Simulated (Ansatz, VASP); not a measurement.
# SnO2 (Cassiterite): VASP beside Ansatz, part 2 of 2

One calculation is typed for both programs; each brings its own data sets. How far apart do they land? The cell is taken from a series of runs on this material, whose earlier steps may have relaxed, scaled, displaced or heated it; both programs get it as it stands.

VASP 6.6.1 and Ansatz 0.2.0.

So far: The structure; VASP: relaxation of cell and atoms, LDA.

### Step 3. Ansatz: relaxation of cell and atoms, LDA

Level of this step: Ansatz beside VASP: Kohn-Sham DFT, plane waves, LDA (Ansatz).

Ansatz runs on its PAW soft_1 files.

The same cell, functional (in two slightly different forms) and mesh now go to Ansatz, which takes its cutoff from its data sets.

input.yaml reads:

```yaml
crystal:
  lattice:
    - [4.720187475, 0.0, 0.0]
    - [0.0, 4.720187475, 0.0]
    - [0.0, 0.0, 3.1887663524]
  atoms:
    - { symbol: Sn, position: [0.0, 0.0, 0.0] }
    - { symbol: Sn, position: [0.5, 0.5, 0.5] }
    - { symbol: O, position: [0.3060749531, 0.3060749531, 0.0] }
    - { symbol: O, position: [0.1939250469, 0.8060749531, 0.5] }
    - { symbol: O, position: [0.6939250469, 0.6939250469, 0.0] }
    - { symbol: O, position: [0.8060749531, 0.1939250469, 0.5] }
kpoints:
  mp_grid: { grid: [6, 6, 8] }
hamiltonian:
  xc: lda
  pseudopotentials: { kind: paw, azcp: { folder: soft_1 }, xc_functional: pbe }
scf:
  occupations: { method: fixed }
  lower_state_search: "off"
output:
  forces: true
  stress: true
  eigenvalues: true
relax:
  adjacent_minimum: "off"
  f_tol: 0.001
  max_steps: 60
  cell: { stress_tol: 0.01 }
```

Run with:

```bash
$ ansatz run input.yaml --threads 18 --pin off --max-ram 92160MiB --backend cuda --events-out ev --progress --plain --runs-dir out
```

Numbers of over 12 decimals in the logs are rounded to 6 here.

The program printed:

```text
Engine: ansatz 0.2.0, aarch64-unknown-linux-gnu
Pseudopotentials: kind: paw
Pseudopotential: Sn, paw, valence charge 14, recommended cutoff 420 eV (normal), soft_1/Sn.paw.azcp
Pseudopotential: O, paw, valence charge 6, recommended cutoff 420 eV (normal), soft_1/O.paw.azcp
Functional definition: SPW92
  exchange = slater_x
  correlation = pw_c
device memory: the entry about to start is reckoned to put 2.2 GiB on a device that reports 182.5 GiB free
GPU FFT provider: cuFFT
GPU libraries: cuBLAS 13.8.1, cuFFT 12.4.0, cuSOLVER 12.3.2
GPU matrix products: emulated (plane waves: as basis.precision tells), large ones in fixed point in workspaces of 1.00 GiB
Crystal: 6 atoms, lattice volume = 71.046 Å³
Basis set: ecut = 420 eV, 1411 PW (Γ)
Bands: 32, of which v1, the nominal top of the filled ones, is band 26 counted from 1 (25 counted from 0)
Symmetry: 16 space group operations
Space group: P42/mnm (ITA 136), of the structure as read, at distance tolerance 4.1e-5 Å
k-points: 50 of 288
Non-local potential: Sn, projectors of the file, l = 0: 2, l = 1: 2, l = 2: 2, l = 3: 1
Non-local potential: O, projectors of the file, l = 0: 2, l = 1: 2, l = 2: 1
PAW form: soft (Blöchl's): semilocal exchange-correlation on the pseudo side does not see the compensation charge
PAW frozen core: Sn, regenerated for the run's functional, and the local potential with it (the file was generated under x = pbe(κ = 0.804, μ = 0.219515), c = pbe(β = 0.066725))
PAW frozen core: O, regenerated for the run's functional, and the local potential with it (the file was generated under x = pbe(κ = 0.804, μ = 0.219515), c = pbe(β = 0.066725))
PAW one-centre angular grid: Sn, 590 points (default); XC on 64 Gauss nodes
PAW one-centre angular grid: O, 110 points (default); XC on 64 Gauss nodes
Initial density: superposition of atomic densities (chi_scale 0.1, normalization cell, long waves kept (reshape's long-wave potential 0.00 eV rms))
Initial wavefunctions: pseudopotential atomic-orbital guess
GPU buffer pool allocated for 24576 grid points (all kernels)
GPU transforms: local potential and band sums: pruned to the plane-wave sphere, on 32×32×24
Functional: x = slater, c = lda
SCF iter   1: F=—  HF=-13981.270585 eV  |F-HF|=—  |Δ(HF+E_count)|=         —  Δρ=6.98e-2  dr2=2.63e0  ethr=3.10e-3  ⟨swp⟩=4.1  Hψ=6191  notcnv=0  defer=198
preconditioner: auto → Resta (q_TF=auto, 2.590 Å⁻¹)  ε∞=3.5  [insulator: Δε(μ)=1.624 eV  Ē_g=20.004 eV  n_scr=18 (ndim 8)  ℏωp=31.8 eV  f_vac=0.000  ε∞_Penn≈3.5]
SCF iter   2: F=—  HF=-13980.666448 eV  |F-HF|=—  |Δ(HF+E_count)|=   6.04e-1  Δρ=3.42e-2  dr2=4.36e-1  ethr=3.10e-3  ⟨swp⟩=2.9  Hψ=3313  notcnv=0  defer=196
SCF iter   3: F=—  HF=-13980.559055 eV  |F-HF|=—  |Δ(HF+E_count)|=   1.07e-1  Δρ=1.06e-2  dr2=7.09e-2  ethr=8.38e-4  ⟨swp⟩=3.0  Hψ=2755  notcnv=0  defer=200
SCF iter   4: F=—  HF=-13980.541323 eV  |F-HF|=—  |Δ(HF+E_count)|=   1.77e-2  Δρ=1.90e-3  dr2=1.83e-3  ethr=1.36e-4  ⟨swp⟩=2.0  Hψ=2120  notcnv=0  defer=200
SCF iter   5: F=—  HF=-13980.541626 eV  |F-HF|=—  |Δ(HF+E_count)|=   3.03e-4  Δρ=5.76e-4  dr2=1.67e-4  ethr=3.52e-6  ⟨swp⟩=2.5  Hψ=2387  notcnv=0  defer=200
SCF iter   6: F=—  HF=-13980.541536 eV  |F-HF|=—  |Δ(HF+E_count)|=   8.99e-5  Δρ=7.04e-5  dr2=2.51e-6  ethr=3.22e-7  ⟨swp⟩=2.5  Hψ=2366  notcnv=0  defer=170
SCF iter   7: F=—  HF=-13980.541737 eV  |F-HF|=—  |Δ(HF+E_count)|=   2.01e-4  Δρ=8.76e-6  dr2=6.38e-8  ethr=1.92e-10  ⟨swp⟩=10.6  Hψ=9999  notcnv=0
SCF iter   8: F=-13980.541737 eV  HF=-13980.541737 eV  |F-HF|=2.91e-11  |Δ(HF+E_count)|=   7.13e-9  Δρ=1.63e-6  dr2=1.80e-9  ethr=1.23e-10  ⟨swp⟩=2.8  Hψ=5488  notcnv=0
SCF 1 converged in 8 iterations: F = -13980.541737 eV  dr2 = 1.80e-9
  greatest PAW one-centre occupation: 0.998 electrons in one spin orbital (limit 2), on the Sn atom at site 1 (counted from 0), in its partial waves of l = 2
relax step   1: F+E_penalty+E_count = -13980.54173664 eV  Δ(F+E_penalty+E_count) = +0.000e0 eV  max|allowed force component| = 1.709e-5 eV/Å  Δτ_max = 0.0000 Å  P = -0.002 GPa  Ω = 71.046 Å³  (8 SCF iters, dr2 threshold 1.00e-7 eV, accepted)
device memory: the entry about to start is reckoned to put 2.2 GiB on a device that reports 182.5 GiB free
GPU FFT provider: cuFFT
GPU libraries: cuBLAS 13.8.1, cuFFT 12.4.0, cuSOLVER 12.3.2
GPU matrix products: emulated (plane waves: as basis.precision tells), large ones in fixed point in workspaces of 1.00 GiB
Initial density: handed on by an earlier stage of this run
Initial wavefunctions: pseudopotential atomic-orbital guess (no wavefunctions were taken with the density)
GPU buffer pool allocated for 24576 grid points (all kernels)
GPU transforms: local potential and band sums: pruned to the plane-wave sphere, on 32×32×24
iter 1 solved again at ethr=2.41e-8 eV; its pass at ethr=3.10e-3 eV (dr2=1.26e-5 eV) is discarded
SCF iter   1: F=—  HF=-13980.541536 eV  |F-HF|=—  |Δ(HF+E_count)|=         —  Δρ=2.20e-6  dr2=2.79e-9  ethr=2.41e-8  ⟨swp⟩=4.0  Hψ=11129  notcnv=0  defer=200
preconditioner: auto → Resta (q_TF=auto, 2.590 Å⁻¹)  ε∞=3.6  [insulator: Δε(μ)=1.184 eV  Ē_g=19.516 eV  n_scr=18 (ndim 8)  ℏωp=31.8 eV  f_vac=0.014  ε∞_Penn≈3.6]
SCF iter   2: F=—  HF=-13980.541737 eV  |F-HF|=—  |Δ(HF+E_count)|=   2.01e-4  Δρ=1.29e-6  dr2=1.14e-9  ethr=5.37e-12  ⟨swp⟩=3.3  Hψ=3578  notcnv=0  defer=193
SCF iter   3: F=—  HF=-13980.541737 eV  |F-HF|=—  |Δ(HF+E_count)|=  6.55e-11  Δρ=6.55e-7  dr2=3.77e-10  ethr=2.19e-12  ⟨swp⟩=2.2  Hψ=2023  notcnv=0  defer=193
SCF iter   4: F=—  HF=-13980.541737 eV  |F-HF|=—  |Δ(HF+E_count)|=  1.07e-10  Δρ=4.55e-7  dr2=1.03e-10  ethr=1.00e-12  ⟨swp⟩=2.0  Hψ=2032  notcnv=0  defer=193
SCF iter   5: F=—  HF=-13980.541737 eV  |F-HF|=—  |Δ(HF+E_count)|=  3.64e-11  Δρ=1.31e-7  dr2=8.73e-12  ethr=1.00e-12  ⟨swp⟩=1.0  Hψ=1500  notcnv=0  defer=193
SCF iter   6: F=-13980.541737 eV  HF=-13980.541737 eV  |F-HF|=3.64e-12  |Δ(HF+E_count)|=  1.09e-11  Δρ=1.38e-8  dr2=7.34e-14  ethr=1.00e-12  ⟨swp⟩=12.6  Hψ=9985  notcnv=0
SCF 2 converged in 6 iterations: F = -13980.541737 eV  dr2 = 7.34e-14
relax step   2: F+E_penalty+E_count = -13980.54173664 eV  Δ(F+E_penalty+E_count) = -3.347e-10 eV  max|allowed force component| = 2.080e-5 eV/Å  Δτ_max = 0.0000 Å  P = -0.002 GPa  Ω = 71.046 Å³  stress off target by 2.10e-3 GPa  SCF on the basis re-selected at this cell (its energy is not comparable with the rows above)  (6 SCF iters)
basis re-selected at this cell: Δ(F+E_penalty+E_count) = -3.347e-10 eV, ΔP = -0.000 GPa vs the last step (what re-selecting the basis moved, of the pressure what is left beyond the Pulay correction that the steps carried, after the strain that the cell walked since its last selection, with what the two solves' SCF thresholds leave and, on support functions, any second-order correction that the steps lacked; it is no  [...]
SCF converged after 6 iterations
Free energy (F): -13980.541737 eV
Harris-Foulkes:  -13980.541737 eV  (|F-HF|=3.64e-12)
Internal energy: -13980.541737 eV  (E = F + TS)
E sigma→0 (E₀):  -13980.541737 eV
Fermi energy:    9.303328 eV
--- Per-component energies (eV) ---
  E_band       = -123.912654
  E_kinetic    = 1017.444908
  E_local      = -3153.184772  (includes V_loc(G=0)·N_el)
  E_nonlocal   = 518.558797
  E_hartree    = 1429.262622
  E_xc         = -530.088094
  E_vxc        = -523.276813  (∫ρ·V_xc dr)
  E_paw        = -9067.919115  (= ΣΔE_a)
  E_vpaw       = -841.984019  (= ΣTr[D̂ρ^β])
  E_aug_tail   = 0.004003  (compensation charges beyond the density's cutoff)
  E_ewald      = -4195.857553
  E_core_change = 1.237468  (= ΣΔE_core)
  E_smearing   = -0.000000  (= −TS)
  E_closure    = -0.000000  (closes the sum)
  Σ components = -13980.541737   (vs F -13980.541737, Δ=0.00e0)
--- Forces (eV/Å), atoms counted from 1 ---
  atom   1  Sn    -0.00000000     0.00000000     0.00000000
  atom   2  Sn    -0.00000000    -0.00000000     0.00000000
  atom   3  O     -0.00002080    -0.00002080     0.00000000
  atom   4  O      0.00002080    -0.00002080     0.00000000
  atom   5  O      0.00002080     0.00002080     0.00000000
  atom   6  O     -0.00002080     0.00002080     0.00000000
  max |Σ_I F_I| component: 0.00e0 eV/Å
--- Stress (GPa, compression-positive) ---
       -0.002096       0.000000       0.000000
        0.000000      -0.002096       0.000000
        0.000000       0.000000      -0.000900
  P = ⅓ Tr σ = -0.0017 GPa (-0.017 kbar)
--- Band table (eV; the first three rows and the last of 50) ---
  k-point 0: bands = [... 22 lower, 8.0375, 8.5021, 8.5021, 9.3033, 10.4874, 15.2735, 15.4131, 15.4131, ... 2 higher]
  k-point 1: bands = [... 22 lower, 7.4484, 8.5374, 8.5374, 9.1664, 11.4475, 15.5956, 16.0694, 16.0694, ... 2 higher]
  k-point 2: bands = [... 22 lower, 6.7767, 8.4357, 8.4357, 8.7799, 13.0429, 16.0746, 17.5047, 17.5047, ... 2 higher]
  k-point 49: bands = [... 22 lower, 8.3185, 8.3185, 8.4584, 8.4584, 14.0331, 14.0331, 17.9766, 17.9766, ... 2 higher]
--- Relaxed structure (1 steps of the walk, 1 accepted, 1 SCFs on fresh bases) ---
  F+E_penalty+E_count = -13980.54173664 eV   max|allowed force component| = 2.080e-5 eV/Å   (the final SCF, on the basis selected at the relaxed cell)
  cell:  # Å, volume = 71.0463 Å³
    - [4.720187475, 0.0, 0.0]
    - [0.0, 4.720187475, 0.0]
    - [0.0, 0.0, 3.1887663524]
  atoms:
    - { symbol: Sn, position: [0.0, 0.0, 0.0] }
    - { symbol: Sn, position: [0.5, 0.5, 0.5] }
    - { symbol: O, position: [0.3060749531, 0.3060749531, 0.0] }
    - { symbol: O, position: [0.1939250469, 0.8060749531, 0.5] }
    - { symbol: O, position: [0.6939250469, 0.6939250469, 0.0] }
    - { symbol: O, position: [0.8060749531, 0.1939250469, 0.5] }
```

Reading the cycles: dr2 is the Hartree energy of the density residual (eV), the measure of convergence; HF is the Harris–Foulkes estimate of the energy, which meets the free energy F at convergence.

### Step 4. Comparison

Known differences besides the potentials themselves: the two LDA forms differ slightly; fixed occupations in Ansatz, narrow Gaussian smearing in VASP; the cutoff is 420 eV in Ansatz and 600 eV in VASP; VASP's log shows a relativistic correction to its local exchange, Ansatz's none; Ansatz adds a Pulay correction to the stress that steers its cell, VASP none. Total energies have different zeros and are not compared.

Both answers:

```csv
quantity,Ansatz,VASP,difference
volume (Å³),71.05,71.41,-0.51 %
"edge a after relaxation, in the typed setting (Å)",4.720,4.727,-0.14 %
"edge c after relaxation, in the typed setting (Å)",3.189,3.196,-0.22 %
```

### Step 5. Outcome

```yaml
difference_in_volume_relaxation_of_cell_and_atoms_lda: -0.51 %
```

What this shows: The difference in volume is -0.51 % (relaxation of cell and atoms, LDA), within the 1.2 % picked in this series as the mark of a large difference, as far as the stopping tolerances let one tell. How closely two codes agree says nothing of how well the functional describes the real material.

[Lines on the potential files, build, host, timing and source positions are cut from VASP's logs without a mark.]

[Logs are printed without paths, hosts, clocks, repeated set-up lines and the standing remarks that a program may print on its own settings, such as how far it seeks lower states.]

[Hosts, paths, dates, database ids (printed as entryN), source tags and the programs' standing remarks are cut or masked in the printed files.]
